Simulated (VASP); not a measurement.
Here is the system:

```
PtS
1.0
    3.49423     0.00000     0.00000
    0.00000     3.49423     0.00000
    0.00000     0.00000     6.11601
Pt S
2 2
Direct
  0.50000   0.00000   0.50000
  0.00000   0.50000   0.00000
  0.00000   0.00000   0.75000
  0.00000   0.00000   0.25000
```

All values below come from r2SCAN meta-GGA with spin-orbit coupling, VASP's PBE PAW potentials (set 64) (plane waves; VASP 6.6.1). Settings: 400 eV cut-off, 6×6×4 Γ-centred mesh, Gaussian smearing of 0.050 eV, potentials Pt S.

Problem. What does the run give for the energy per atom (σ→0), band gap (over mesh and band path) with the smallest direct gap where there is one?

Solution. 
```yaml
band gap (over mesh and band path): 0.60 eV
smallest direct gap (over mesh and band path): 0.60 eV
energy per atom (σ→0): -30.453 eV/atom
```

The structure comes from a computed database's PtS entry (P4_2/mmc), a phase known from measurement. It was relaxed first.
